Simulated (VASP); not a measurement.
An input for Ansatz (written as the equivalent of a VASP run, and not itself run):

Ansatz 0.2 input:
```yaml
crystal:
  lattice:
    - [3.4814426, -0.0000000, 0.0000000]
    - [-1.7407213, 3.0150163, 0.0000000]
    - [0.0000000, 0.0000000, 5.8282424]
  atoms:
    - { symbol: Zn, position: [0.3333330, 0.6666670, 0.0035462] }
    - { symbol: Zn, position: [0.6666670, 0.3333330, 0.5035462] }
    - { symbol: S, position: [0.3333330, 0.6666670, 0.3714538] }
    - { symbol: S, position: [0.6666670, 0.3333330, 0.8714538] }
kpoints:
  mp_grid: { grid: [7, 7, 4] }
hamiltonian:
  xc: pbesol
  pseudopotentials: { kind: paw }
scf:
  occupations: { method: gaussian, width: 0.05 }
  max_iter: 100
relax:
  max_steps: 40
  f_tol: 0.02
  cell: { p_target: 45 }
output: { forces: true, stress: true, eigenvalues: true }
```

Question: Translate this input to VASP (INCAR, KPOINTS, POSCAR, choice of POTCAR).

Answer: This is not unique; one that fits is 
KPOINTS:
```
Automatic mesh
0
Gamma
7 7 4
0 0 0
```

INCAR:
```
! general
SYSTEM  = ZnS
PREC    = Accurate
ENCUT   = 500   ! plane-wave cut-off (eV)
LREAL   = .FALSE.   ! projection in real space or not
LASPH   = .TRUE.   ! aspherical one-centre terms

! electronic loop
EDIFF   = 1E-6   ! SCF stop (eV)
NELM    = 100   ! most electronic steps
ALGO    = Normal   ! blocked Davidson
LMAXMIX = 4   ! l cut-off of mixed one-centre charges

! smearing
ISMEAR  = 0   ! Gaussian
SIGMA   = 0.05   ! width (eV)

! functional
GGA     = PS

! ions
IBRION  = 2   ! conjugate gradients
NSW     = 40   ! most ionic steps
ISIF    = 3   ! ions, shape and volume
EDIFFG  = -0.02
PSTRESS = 450   ! kbar

! output
LWAVE   = .FALSE.
LCHARG  = .FALSE.
```

**POSCAR**
```
ZnS
1
    3.4814425714    -0.0000000002     0.0000000000
   -1.7407212861     3.0150162852     0.0000000000
    0.0000000000     0.0000000000     5.8282424210
Zn S
2 2
Direct
  0.3333330000   0.6666670000   0.0035462099
  0.6666670000   0.3333330000   0.5035462099
  0.3333330000   0.6666670000   0.3714537901
  0.6666670000   0.3333330000   0.8714537901
```

POTCAR, in this order: Zn S (PBE.64 set). Program: vasp_std.

Limits of the translation: each code has its own PAW files, so the cut-off isn't converted (ENCUT is set for VASP's; basis.ecutwfc is left out, and Ansatz then takes the one that its files recommend); Ansatz stops its SCF on the density residual and VASP on the energy change (EDIFF).

The structure was generated: ZnS was put into the wurtzite type (P6_3mc), which need not be its known phase. This run relaxes it under an external pressure of 45 GPa. Symmetry was kept, so distortions that lower it aren't found.
